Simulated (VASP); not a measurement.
Crystal: Sb2Te4O.

```
CELL_PARAMETERS angstrom
3.53199 -3.52955 0.00000
3.53199 3.52955 0.00000
-3.44922 0.00000 7.92494
ATOMIC_POSITIONS crystal
Sb 0.63612 0.63612 0.28063
Sb 0.36388 0.36388 0.71937
Te 0.50000 0.00000 0.00000
Te 0.85055 0.85055 0.69352
Te 0.00000 0.50000 0.00000
Te 0.14945 0.14945 0.30648
O 0.00000 0.00000 0.00000
```

The cell was built by a generator and needn't be a form met in nature.

- Program: VASP 6.6.1
- Task: relaxation of cell and atoms
- Functional: PBE
- Potentials or basis: VASP PAW PBE potentials, release 64 (Sb, Te, O)
- Cutoff: 520 eV
- k mesh: 3 × 3 × 2
- Occupations: gaussian, width 0.15 eV
- Spin: no spin polarisation

At the start: pressure -1.5 GPa; volume 28.23 Å³/atom.

**Question.** How do energy, volume and symmetry change on relaxing?

**Answer.** Over 22 steps the energy falls by 372.9 meV/atom and the volume is 26.98 Å³/atom (-4.4 %); space group C2/m (No. 12, to 0.05 Å).

The path:
```csv
step,energy change (eV),largest force (eV/Å),pressure (GPa),volume (Å³)
1,0.0000,1.5792,-1.47,197.59
2,-0.2885,1.5232,-0.14,190.26
3,-0.5532,1.0004,7.06,169.30
4,-0.5956,1.3170,4.39,175.77
5,-0.7383,1.1427,3.77,176.26
6,-1.0925,0.5468,3.05,177.68
7,-1.2762,1.0242,2.84,180.33
8,-1.3031,0.6585,2.73,179.71
9,-1.5440,0.7102,0.33,185.25
10,-1.7190,1.0492,-2.83,195.55
11,-1.9416,1.2086,-1.81,192.06
12,-1.9914,1.2321,-0.91,189.97
13,-2.1373,1.1223,-0.10,186.63
14,-2.3175,0.6564,3.78,176.79
15,-2.3917,0.6345,3.33,178.24
16,-2.4981,0.6233,2.20,181.67
17,-2.4719,0.7329,0.49,188.62
18,-2.5223,0.6492,1.42,184.55
19,-2.5912,0.2754,0.34,187.50
20,-2.6068,0.1005,-0.60,190.02
21,-2.6068,0.0803,-0.47,189.72
22,-2.6101,0.0702,-0.10,188.85
```

Final structure:
```
Sb Te O
1.0
     3.18811   -3.21689   -0.02500
     3.18811    3.21689   -0.02500
    -3.13309    0.00000    9.23167
Sb Te O
2 4 1
Cartesian
  3.2468 0.0000 2.8927
  -0.0037 0.0000 6.2890
  1.5941 -1.6084 -0.0125
  3.2265 0.0000 5.7979
  1.5941 1.6084 -0.0125
  0.0166 0.0000 3.3837
  0.0000 0.0000 0.0000
```

Caveat: the k mesh is coarse (spacing up to 0.44 Å⁻¹), so the values aren't converged; this functional lacks dispersion, which binds the layers, so the pressure and a relaxed spacing across them are unreliable; the relaxation stopped at a loose force limit of 0.08 eV/Å, so its end isn't a converged minimum.
